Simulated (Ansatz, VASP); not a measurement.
# Cross-check of TiC between VASP and Ansatz, part 2 of 2

One calculation is typed for both programs; each brings its own data sets. How far apart do they land? The cell is taken from a series of runs on this material, whose earlier steps may have relaxed, scaled, displaced or heated it; both programs get it as it stands.

VASP 6.6.1 and Ansatz 0.2.0.

So far: The starting structure; Ansatz: zone-centre phonons, PBEsol.

## Step 3: VASP: zone-centre phonons, PBEsol

Level of this step: PBEsol; plane waves and PAW (C, Ti_sv) (VASP).

The same cell, functional, mesh and smearing now go to VASP, with its own data sets.

Lines of VASP's logs that name or quote its potential files are left out, and so is its time.

Contents of INCAR:

```
SYSTEM = TiC
PREC = Accurate
ENCUT = 600
EDIFF = 1E-08
NELM = 120
ISMEAR = 1
SIGMA = 0.2
LREAL = .FALSE.
ALGO = Normal
GGA = PS
NBANDS = 14
LASPH = .TRUE.
LORBIT = 11
LWAVE = .FALSE.
LCHARG = .FALSE.
ISIF = 2
IBRION = 8
GGA_COMPAT = .FALSE.
KPAR = 2
```

Contents of POSCAR:

```
TiC
1.0
   -0.0694177464      2.1414188701      2.1414188701
    2.1414188701     -0.0694177464      2.1414188701
    2.1414188701      2.1414188701     -0.0694177464
C Ti
1 1
Direct
    0.5000000000      0.5000000000      0.5000000000
    0.0000000000      0.0000000000      0.0000000000
```

Contents of KPOINTS:

```
Automatic mesh
0
Gamma
16 16 16
0 0 0
```

PAW data sets: C and Ti_sv (PBE family, release 64).

Command:

```
$ mpirun -np 2 vasp_std
```

Numbers of over 12 decimals in the logs are rounded to 6 here.

What it wrote:

```text
[banner, memory and clock lines left out]
running    2 mpi-ranks, on    1 nodes
 distrk:  each k-point on    1 cores,    2 groups
 distr:  one band on    1 cores,    1 groups

 POSCAR found type information on POSCAR C Ti
 POSCAR found :  2 types and       2 ions
|                                                                             |
|               ----> ADVICE to this user running VASP <----                  |
|                                                                             |
|     You enforced a specific xc type in the INCAR file but a different       |
|     [... a line on the potential file left out ...]
|     I HOPE YOU KNOW WHAT YOU ARE DOING!                                     |
|                                                                             |

 LDA part: xc-table for (Slater+PW92), standard interpolation
 POSCAR, INCAR and KPOINTS ok, starting setup
 FFT: planning ... GRIDC
 FFT: planning ... GRID_SOFT
 FFT: planning ... GRID
 WAVECAR not read
 entering main loop
       N       E                     dE             d eps       ncg     rms          rms(c)
DAV:   1     0.126310257688E+03    0.12631E+03   -0.89255E+03 11676   0.151E+03
DAV:   2    -0.162406817107E+02   -0.14255E+03   -0.13452E+03 12354   0.369E+02
DAV:   3    -0.248314777551E+02   -0.85908E+01   -0.83927E+01 15780   0.873E+01
DAV:   4    -0.251924051571E+02   -0.36093E+00   -0.36060E+00 14474   0.162E+01
DAV:   5    -0.252015083554E+02   -0.91032E-02   -0.91025E-02 15890   0.228E+00    0.181E+01
DAV:   6    -0.204324076948E+02    0.47691E+01   -0.13051E+01 16778   0.599E+01    0.697E+00
DAV:   7    -0.198038472285E+02    0.62856E+00   -0.22519E+00 14308   0.224E+01    0.497E+00
DAV:   8    -0.197732624345E+02    0.30585E-01   -0.11109E-01 12912   0.368E+00    0.354E+00
DAV:   9    -0.197506843618E+02    0.22578E-01   -0.14055E-01 13976   0.506E+00    0.729E-01
DAV:  10    -0.197505997949E+02    0.84567E-04   -0.12801E-02 15546   0.133E+00    0.754E-01
DAV:  11    -0.197473652496E+02    0.32345E-02   -0.53635E-03 12870   0.111E+00    0.294E-01
DAV:  12    -0.197470875217E+02    0.27773E-03   -0.63560E-04 14896   0.347E-01    0.570E-02
DAV:  13    -0.197470765259E+02    0.10996E-04   -0.80346E-05 13308   0.879E-02    0.154E-02
DAV:  14    -0.197470741341E+02    0.23918E-05   -0.41864E-06 14954   0.331E-02    0.308E-03
DAV:  15    -0.197470740402E+02    0.93909E-07   -0.41776E-07 13454   0.805E-03    0.157E-03
DAV:  16    -0.197470740040E+02    0.36255E-07   -0.49198E-08 14830   0.217E-03    0.226E-04
DAV:  17    -0.197470739974E+02    0.65743E-08   -0.33977E-09  7092   0.682E-04
   1 F= -.19747074E+02 E0= -.19747400E+02  d E =0.978221E-03
 Linear response reoptimize wavefunctions to high precision
DAV:   1    -0.197470739949E+02    0.24788E-08   -0.16109E-09  9974   0.622E-04
DAV:   2    -0.197470739949E+02   -0.16826E-10   -0.13454E-10  6240   0.106E-04
 Linear response DOF=           2
 Linear response progress:
  Degree of freedom:   1/  2
       N       E                     dE             d eps       ncg     rms          rms(c)
RMM:   1    -0.123125550961E+00   -0.12313E+00   -0.32094E-02 67960   0.215E+00
RMM:   2    -0.115549928115E+00    0.75756E-02   -0.50975E-03 60642   0.521E-01    0.129E-01
RMM:   3    -0.116220599128E+00   -0.67067E-03   -0.17765E-03 64050   0.223E-01    0.606E-02
RMM:   4    -0.117156164420E+00   -0.93557E-03   -0.59932E-04 65362   0.134E-01    0.149E-02
RMM:   5    -0.117268194913E+00   -0.11203E-03   -0.13353E-04 73466   0.543E-02    0.239E-03
RMM:   6    -0.117261118325E+00    0.70766E-05   -0.18151E-05 73442   0.221E-02    0.129E-03
RMM:   7    -0.117257843374E+00    0.32750E-05   -0.38790E-06 74919   0.103E-02    0.667E-04
RMM:   8    -0.117260408187E+00   -0.25648E-05   -0.77824E-07 73010   0.507E-03    0.296E-04
RMM:   9    -0.117258399043E+00    0.20091E-05   -0.29088E-07 75819   0.275E-03    0.113E-04
RMM:  10    -0.117258534003E+00   -0.13496E-06   -0.51718E-08 74965   0.146E-03    0.407E-05
RMM:  11    -0.117258319293E+00    0.21471E-06   -0.61629E-08 75932   0.803E-04    0.397E-05
RMM:  12    -0.117258365067E+00   -0.45775E-07   -0.38461E-08 76336   0.439E-04    0.202E-05
RMM:  13    -0.117258412927E+00   -0.47859E-07   -0.60474E-08 76099   0.245E-04    0.589E-06
RMM:  14    -0.117258436467E+00   -0.23541E-07   -0.38540E-08 79209   0.132E-04    0.710E-06
RMM:  15    -0.117258438799E+00   -0.23312E-08   -0.25343E-10 73383   0.756E-05    0.153E-06
 first order change of Fermi-energy  -0.39824E-04
 force on displaced ion       1 direction 1 :  -8.954   0.595   0.595
 Linear response progress:
  Degree of freedom:   2/  2
       N       E                     dE             d eps       ncg     rms          rms(c)
RMM:   1    -0.703407960248E+00   -0.70341E+00    0.55013E+00 30835   0.139E+02
RMM:   2    -0.679023089458E+00    0.24385E-01   -0.24902E-01 53452   0.502E+00    0.223E-01
RMM:   3    -0.676902626142E+00    0.21205E-02   -0.18356E-02 63383   0.117E+00    0.109E-01
RMM:   4    -0.675982219574E+00    0.92041E-03   -0.79660E-03 69781   0.531E-01    0.223E-02
RMM:   5    -0.676512531437E+00   -0.53031E-03   -0.12906E-03 73741   0.214E-01    0.109E-02
RMM:   6    -0.676867927576E+00   -0.35540E-03   -0.34139E-04 74631   0.923E-02    0.742E-03
RMM:   7    -0.677347642535E+00   -0.47971E-03   -0.79539E-05 66658   0.479E-02    0.512E-03
RMM:   8    -0.677243450566E+00    0.10419E-03   -0.35303E-05 73174   0.246E-02    0.772E-04
RMM:   9    -0.677208971657E+00    0.34479E-04   -0.18581E-05 75383   0.140E-02    0.739E-04
RMM:  10    -0.677233661967E+00   -0.24690E-04   -0.12718E-05 73880   0.827E-03    0.226E-04
RMM:  11    -0.677244796798E+00   -0.11135E-04   -0.99082E-06 75488   0.548E-03    0.342E-05
RMM:  12    -0.677245144676E+00   -0.34788E-06   -0.79340E-06 78268   0.375E-03    0.783E-05
RMM:  13    -0.677248325094E+00   -0.31804E-05   -0.57254E-06 71465   0.283E-03    0.301E-05
RMM:  14    -0.677249410807E+00   -0.10857E-05   -0.28036E-06 77174   0.218E-03    0.223E-05
[...]
RMM:  19    -0.677250410462E+00   -0.49297E-07   -0.17865E-06 72650   0.902E-04    0.371E-05
RMM:  20    -0.677250411856E+00   -0.13948E-08   -0.12213E-06 75047   0.779E-04    0.418E-05
RMM:  21    -0.677251185311E+00   -0.77345E-06   -0.13196E-06 65706   0.700E-04    0.320E-05
RMM:  22    -0.677250897324E+00    0.28799E-06   -0.93798E-07 60809   0.610E-04    0.458E-05
RMM:  23    -0.677250897320E+00    0.37181E-11   -0.10402E-06 69694   0.528E-04    0.514E-05
RMM:  24    -0.677250889233E+00    0.80873E-08   -0.60964E-07 64534   0.463E-04    0.532E-05
RMM:  25    -0.677250815401E+00    0.73832E-07   -0.73945E-07 66268   0.412E-04    0.574E-05
RMM:  26    -0.677250814403E+00    0.99858E-09   -0.41977E-07 64679   0.364E-04    0.608E-05
 first order change of Fermi-energy   0.10464E-03
 force on displaced ion       2 direction 1 :  -8.962   0.593   0.593
 Linear response finished
```

Parts of OUTCAR (step 3):

```text
ion  position               nearest neighbor table
   1  0.500  0.500  0.500-   2 2.18   2 2.18   2 2.18   2 2.18   2 2.18   2 2.18
   2  0.000  0.000  0.000-   1 2.18   1 2.18   1 2.18   1 2.18   1 2.18   1 2.18

  LATTYP: Found a trigonal (rhomboedric) cell.
 ALAT       =     3.0292191037
 COS(alpha) =     0.4673377445

 Subroutine GETGRP returns: Found 12 space group operations
 (whereof 12 operations were pure point group operations)

The static configuration has the point symmetry D_3d.

 Found    417 irreducible k-points:

   k-points           NKPTS =    417   k-points in BZ     NKDIM =    417   number of bands    NBANDS=     14

   dimension x,y,z NGX =    24 NGY =   24 NGZ =   24
   dimension x,y,z NGXF=    48 NGYF=   48 NGZF=   48

   ENCUT  =  600.0 eV  44.10 Ry    6.64 a.u.   6.05  6.05  6.05*2*pi/ulx,y,z

   NELECT =      16.0000    total number of electrons

 k-points in reciprocal lattice and weights: Automatic mesh
   0.00000000  0.00000000  0.00000000       0.000
   0.06250000  0.00000000  0.00000000       0.001
   0.12500000  0.00000000  0.00000000       0.001
   0.18750000  0.00000000  0.00000000       0.001
   0.25000000  0.00000000  0.00000000       0.001
   0.31250000  0.00000000  0.00000000       0.001
   0.37500000  0.00000000  0.00000000       0.001
   0.43750000  0.00000000 -0.00000000       0.001
   0.50000000  0.00000000  0.00000000       0.001
[...]
-0.43750000  0.50000000  0.43750000       0.001
   0.50000000  0.50000000  0.50000000       0.000

 average (electrostatic) potential at core
       1 -44.8035       2 -71.1867

  Total       -1.2492713     -1.2492713     -1.2492713      0.6374313      0.6374313      0.6374313
  in kB      -97.1894906    -97.1894906    -97.1894906     49.5902102     49.5902102     49.5902102
  external PRESSURE =     -97.1894906 kB  Pullay stress =       0.0000000 kB

  energy-cutoff  :      600.00
  volume of cell :       20.59
      direct lattice vectors                 reciprocal lattice vectors
    -0.069417746  2.141418870  2.141418870    -0.222432676  0.229884783  0.229884783
     2.141418870 -0.069417746  2.141418870     0.229884783 -0.222432676  0.229884783
     2.141418870  2.141418870 -0.069417746     0.229884783  0.229884783 -0.222432676

 POSITION                                       TOTAL-FORCE (eV/Angst)
 -----------------------------------------------------------------------------------
      2.10671      2.10671      2.10671        -0.000000     -0.000000      0.000000
      0.00000      0.00000      0.00000         0.000000      0.000000     -0.000000
 -----------------------------------------------------------------------------------
    total drift:                                0.000000     -0.000000     -0.000000

 Eigenvectors and eigenvalues of the dynamical matrix
 ----------------------------------------------------

   1 f  =   15.590849 THz    97.960191 2PiTHz  520.054731 cm-1    64.478540 meV
             X         Y         Z           dx          dy          dz
      2.106710  2.106710  2.106710     0.659119   -0.601294   -0.057825
      0.000000  0.000000  0.000000    -0.330243    0.301271    0.028972

   2 f  =   15.590849 THz    97.960191 2PiTHz  520.054731 cm-1    64.478540 meV
             X         Y         Z           dx          dy          dz
      2.106710  2.106710  2.106710     0.313772    0.413928   -0.727700
      0.000000  0.000000  0.000000    -0.157211   -0.207393    0.364605

   3 f  =   14.058817 THz    88.334154 2PiTHz  468.951667 cm-1    58.142570 meV
             X         Y         Z           dx          dy          dz
      2.106710  2.106710  2.106710     0.516139    0.516139    0.516139
      0.000000  0.000000  0.000000    -0.258716   -0.258716   -0.258716

   4 f/i=    0.002262 THz     0.014213 2PiTHz    0.075456 cm-1     0.009355 meV
             X         Y         Z           dx          dy          dz
      2.106710  2.106710  2.106710    -0.340655    0.285642    0.055013
      0.000000  0.000000  0.000000    -0.679900    0.570102    0.109798

   5 f/i=    0.002262 THz     0.014213 2PiTHz    0.075456 cm-1     0.009355 meV
             X         Y         Z           dx          dy          dz
      2.106710  2.106710  2.106710     0.133154    0.228439   -0.361593
      0.000000  0.000000  0.000000     0.265757    0.455932   -0.721689

   6 f/i=    0.004453 THz     0.027979 2PiTHz    0.148533 cm-1     0.018416 meV
             X         Y         Z           dx          dy          dz
      2.106710  2.106710  2.106710     0.258716    0.258716    0.258716
      0.000000  0.000000  0.000000     0.516139    0.516139    0.516139

 ELASTIC MODULI CONTR FROM IONIC RELAXATION (kBar)
 Direction    XX          YY          ZZ          XY          YZ          ZX
 --------------------------------------------------------------------------------
 XX           0.0000      0.0000      0.0000      0.0000      0.0000      0.0000
 YY           0.0000      0.0000      0.0000      0.0000      0.0000      0.0000
 ZZ           0.0000      0.0000      0.0000      0.0000      0.0000      0.0000
 XY           0.0000      0.0000      0.0000      0.0000      0.0000      0.0000
 YZ           0.0000      0.0000      0.0000      0.0000      0.0000      0.0000
 ZX           0.0000      0.0000      0.0000      0.0000      0.0000      0.0000
 --------------------------------------------------------------------------------
```

## Step 4: Differences

Known differences besides the potentials themselves: the cutoff is 420 eV in Ansatz and 600 eV in VASP; Ansatz makes its cores anew for this functional, VASP keeps those of its PBE data sets. Total energies have different zeros and are not compared.

The two programs side by side:

```
                  quantity  Ansatz   VASP  difference
     optical mode 1 (cm⁻¹)   467.5  469.0     -0.31 %
optical mode 2 to 3 (cm⁻¹)   518.8  520.1     -0.23 %
```

Modes are paired by rising frequency, not by their patterns, so a pair may set unlike modes beside each other; they are those without the splitting of longitudinal modes.

## Step 5: Results

| Item | Value |
| --- | --- |
| r.m.s. difference of the optical zone-centre modes, each program's sorted by frequency (zone-centre phonons, PBEsol) | 1.3 cm⁻¹ |

The r.m.s. difference of the optical zone-centre modes, each program's sorted by frequency is 1.3 cm⁻¹ (zone-centre phonons, PBEsol). Such differences can come from data sets, numerical settings and the points named under the comparisons, not from the functional's error against experiment.

[Lines on the potential files, build, host, timing and source positions are cut from VASP's logs without a mark.]

[Logs are printed without paths, hosts, clocks, repeated set-up lines and the standing remarks that a program may print on its own settings, such as how far it seeks lower states.]

[Hosts, paths, dates, database ids (printed as entryN), source tags and the programs' standing remarks are cut or masked in the printed files.]
